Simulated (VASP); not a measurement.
An input for Quantum ESPRESSO's pw.x (written as the equivalent of a VASP run, and not itself run):

```
&CONTROL
  calculation = 'vc-relax'
  pseudo_dir = './pseudo'
  outdir = './out'
  tprnfor = .true.
  tstress = .true.
  nstep = 40
  forc_conv_thr = 0.00078
/
&SYSTEM
  ibrav = 0
  nat = 1
  ntyp = 1
  ecutwfc = 88
  occupations = 'smearing'
  smearing = 'methfessel-paxton'
  degauss = 0.00735
  input_dft = 'pbesol'
/
&ELECTRONS
  conv_thr = 7.3e-08
  electron_maxstep = 100
/
&IONS
/
&CELL
  press = 200
/
ATOMIC_SPECIES
  Rh 102.906 Rh.upf
CELL_PARAMETERS angstrom
     0.0000000    1.8534654    1.8534654
     1.8534654    0.0000000    1.8534654
     1.8534654    1.8534654    0.0000000
ATOMIC_POSITIONS crystal
  Rh   0.0000000  1.0000000  1.0000000
K_POINTS automatic
  17 17 17 0 0 0
```

Question: Write the VASP files for the same calculation (PBEsol).

Answer: One answer among several that fit: 
**INCAR**
```
! general
SYSTEM  = Rh
PREC    = Accurate
ENCUT   = 500   ! plane-wave cut-off (eV)
LREAL   = .FALSE.   ! projection in real space or not
LASPH   = .TRUE.   ! aspherical one-centre terms

! electronic loop
EDIFF   = 1E-6
NELM    = 100   ! most electronic steps
ALGO    = Normal   ! blocked Davidson
LMAXMIX = 4   ! l cut-off of mixed one-centre charges

! smearing
ISMEAR  = 1   ! Methfessel-Paxton
SIGMA   = 0.1   ! width (eV)

! functional
GGA     = PS   ! PBEsol

! ions
IBRION  = 2
NSW     = 40   ! most ionic steps
ISIF    = 3
EDIFFG  = -0.02   ! ionic stop
PSTRESS = 200

! output
LWAVE   = .FALSE.
LCHARG  = .FALSE.
```

### KPOINTS
```
Automatic mesh
0
Gamma
17 17 17
0 0 0
```

**POSCAR**
```
Rh
1
    0.0000000000     1.8534653881     1.8534653881
    1.8534653881     0.0000000000     1.8534653881
    1.8534653881     1.8534653881     0.0000000000
Rh
1
Direct
  0.0000000000   1.0000000000   1.0000000000
```

POTCAR, in this order: Rh_pv (PBE.64 set). Program: vasp_std.

Limits of the translation: the potentials are each code's own (VASP's PAW set, PseudoDojo norm-conserving files in pw.x), so ENCUT and ecutwfc are chosen apart and not converted; conv_thr bounds pw.x's estimated SCF error, while EDIFF bounds the energy change between steps; forc_conv_thr acts on force components and is met together with etot_conv_thr.

The compound is Rh in the fcc structure. It was relaxed first under an external pressure of 20 GPa.
